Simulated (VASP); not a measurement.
Output of a VASP run:

File OUTCAR:
```
 ion  position               nearest neighbor table
   1  0.000  0.000  0.000-   2 3.15   2 3.15   2 3.15   2 3.15   2 3.15   2 3.15
   2  0.500  0.500  0.500-   1 3.15   1 3.15   1 3.15   1 3.15   1 3.15   1 3.15
  LATTYP: Found a face centered cubic cell.
 ALAT       =     6.3098711700
 Subroutine PRICEL returns:
 Original cell was already a primitive cell.
 Subroutine GETGRP returns: Found 48 space group operations
The static configuration has the point symmetry O_h .
The dynamic configuration has the point symmetry O_h .
 Subroutine INISYM returns: Found 48 space group operations
 Subroutine IBZKPT returns following result:
 Found     20 irreducible k-points:

 Following reciprocal coordinates:
            Coordinates               Weight
  0.000000  0.000000  0.000000      1.000000
  0.142857  0.000000  0.000000      8.000000
  0.285714  0.000000  0.000000      8.000000
  0.428571  0.000000  0.000000      8.000000
  0.142857  0.142857  0.000000      6.000000
  0.285714  0.142857  0.000000     24.000000
  0.428571  0.142857  0.000000     24.000000
 -0.428571  0.142857  0.000000     24.000000
 -0.285714  0.142857  0.000000     24.000000
 -0.142857  0.142857  0.000000     12.000000
  0.285714  0.285714  0.000000      6.000000
  0.428571  0.285714  0.000000     24.000000
 -0.428571  0.285714  0.000000     24.000000
 -0.285714  0.285714  0.000000     12.000000
  0.428571  0.428571  0.000000      6.000000
 -0.428571  0.428571  0.000000     12.000000
  0.428571  0.285714  0.142857     24.000000
 -0.428571  0.285714  0.142857     48.000000
 -0.428571  0.428571  0.142857     24.000000
 -0.285714  0.428571  0.142857     24.000000
   k-points           NKPTS =     20   k-points in BZ     NKDIM =     20   number of bands    NBANDS=     12
   number of dos      NEDOS =    301   number of ions     NIONS =      2
   total plane-waves  NPLWV =  46656
   dimension x,y,z NGX =    36 NGY =   36 NGZ =   36
   dimension x,y,z NGXF=    72 NGYF=   72 NGZF=   72
   ions per type =               1   1
   PREC   = accura    normal or accurate (medium, high low for compatibility)
   ISTART =      0    job   : 0-new  1-cont  2-samecut
   ICHARG =      2    charge: 1-file 2-atom 10-const
   ISPIN  =      1    spin polarized calculation?
   LNONCOLLINEAR =      F non collinear calculations
   LSORBIT =      F    spin-orbit coupling
   INIWAV =      1    electr: 0-lowe 1-rand  2-diag
   ENCUT  =  520.0 eV  38.22 Ry    6.18 a.u.   8.30  8.30  8.30*2*pi/ulx,y,z
   NELM   =    100;   NELMIN=  2; NELMDL= -5     # of ELM steps
   EDIFF  = 0.1E-06   stopping-criterion for ELM
   LREAL  =      F    real-space projection
   NLSPLINE    = F    spline interpolate recip. space projectors
   LMAXMIX     =    2 max onsite mixed and CHGCAR
   VOSKOWN=      0    Vosko Wilk Nusair interpolation
   EDIFFG = 0.1E-05   stopping-criterion for IOM
   NSW    =      0    number of steps for IOM
   NBLOCK =      1;   KBLOCK =      1    inner block; outer block
   IBRION =     -1    ionic relax: 0-MD 1-quasi-New 2-CG
   NFREE  =      0    steps in history (QN), initial steepest desc. (CG)
   ISIF   =      2    stress and relaxation
   ISYM   =      2    0-nonsym 1-usesym 2-fastsym
   TEIN   =    0.0    initial temperature
   TEBEG  =    0.0;   TEEND  =   0.0 temperature during run
   SMASS  =  -3.00    Nose mass-parameter (am)
   PSTRESS=    0.0 pullay stress
   NELECT =      16.0000    total number of electrons
   EFERMI =   0.00;   METHOD = LEGACY
   ISMEAR =     0;   SIGMA  =   0.05  broadening in eV -4-tet -1-fermi 0-gaus
   IALGO  =     38    algorithm
   LDIAG  =      T    sub-space diagonalisation (order eigenvalues)
   IMIX   =      4    mixing-type and parameters
     AMIX     =   0.40;   BMIX     =  1.00
     AMIX_MAG =   1.60;   BMIX_MAG =  1.00
     AMIN     =   0.10
   GGA     = PE    functional components
   VOSKOWN =     0    Vosko Wilk Nusair interpolation
   LHFCALC =     F    Hartree Fock is set to
   LHFONE  =     F    Hartree Fock one center treatment
...
```

File OSZICAR:
```
       N       E                     dE             d eps       ncg     rms          rms(c)
DAV:   1     0.102936228609E+03    0.10294E+03   -0.70774E+03   480   0.118E+03
DAV:   2    -0.201923172398E+00   -0.10314E+03   -0.95383E+02   572   0.272E+02
DAV:   3    -0.682079245424E+01   -0.66189E+01   -0.65775E+01   628   0.648E+01
DAV:   4    -0.709869554081E+01   -0.27790E+00   -0.27767E+00   840   0.115E+01
DAV:   5    -0.709982968947E+01   -0.11341E-02   -0.11341E-02   628   0.787E-01    0.329E+00
DAV:   6    -0.680745933122E+01    0.29237E+00   -0.55395E-01   568   0.407E+00    0.270E+00
DAV:   7    -0.679210348676E+01    0.15356E-01   -0.13587E-01   608   0.224E+00    0.157E+00
DAV:   8    -0.680472208478E+01   -0.12619E-01   -0.20535E-02   620   0.125E+00    0.185E-01
DAV:   9    -0.680554395308E+01   -0.82187E-03   -0.13306E-03   640   0.249E-01    0.103E-01
DAV:  10    -0.680622733882E+01   -0.68339E-03   -0.69222E-04   536   0.211E-01    0.115E-02
DAV:  11    -0.680623830496E+01   -0.10966E-04   -0.18812E-05   700   0.318E-02    0.559E-03
DAV:  12    -0.680624204953E+01   -0.37446E-05   -0.52683E-06   572   0.180E-02    0.257E-03
DAV:  13    -0.680624216258E+01   -0.11305E-06   -0.53216E-07   648   0.573E-03    0.662E-04
DAV:  14    -0.680624225854E+01   -0.95967E-07   -0.58271E-08   444   0.209E-03
   1 F= -.70151284E+01 E0= -.70151284E+01  d E =-.339095E-14
```

**OUTCAR**
```
------------------------ aborting loop because EDIFF is reached ----------------------------------------
  Edisp (eV):   -0.20889
  FORCE on cell =-STRESS in cart. coord.  units (eV):
  Direction    XX          YY          ZZ          XY          YZ          ZX
  --------------------------------------------------------------------------------------
  Total       0.01372     0.01372     0.01372     0.00000     0.00000     0.00000
  in kB       0.34987     0.34987     0.34987     0.00000     0.00000     0.00000
  external pressure =        0.35 kB  Pullay stress =        0.00 kB
  volume of cell :       62.81
      direct lattice vectors                 reciprocal lattice vectors
     0.000000000  3.154935585  3.154935585    -0.158481841  0.158481841  0.158481841
     3.154935585  0.000000000  3.154935585     0.158481841 -0.158481841  0.158481841
     3.154935585  3.154935585  0.000000000     0.158481841  0.158481841 -0.158481841
  FREE ENERGIE OF THE ION-ELECTRON SYSTEM (eV)
  ---------------------------------------------------
  free  energy   TOTEN  =        -7.0151284473 eV

  energy  without entropy=       -7.0151284473  energy(sigma->0) =       -7.01512845
```
(Selected blocks of OUTCAR.)

### POSCAR
```
KCl
1
    0.0000000000     3.1549355850     3.1549355850
    3.1549355850     0.0000000000     3.1549355850
    3.1549355850     3.1549355850     0.0000000000
K Cl
1 1
Direct
  0.0000000000   0.0000000000   0.0000000000
  0.5000000000   0.5000000000   0.5000000000
```

**Question.** Reconstruct the remaining input files.

**Answer.** This is not unique; one that fits is the input of the run itself, PBE GGA with D4 dispersion, plane waves, VASP's PBE PAW potentials (set 64).

File KPOINTS:
```
Automatic mesh
0
Gamma
7 7 7
0 0 0
```

INCAR:
```
! general
SYSTEM  =  KCl
PREC    =  Accurate
ENCUT   =  520
LREAL   =  .FALSE.
LASPH   =  .TRUE.

! electronic loop
EDIFF   =  1E-7
NELM    =  100
ALGO    =  Normal

! smearing
ISMEAR  =  0
SIGMA   =  0.05

! functional
GGA     =  PE
IVDW    =  13

! ions
ISIF    =  2

! output
LWAVE   =  .FALSE.
LCHARG  =  .FALSE.
```

POTCAR, in this order: K_sv Cl (PBE.64 set). Program: vasp_std.

The compound is KCl in the rock salt structure. It was relaxed first.
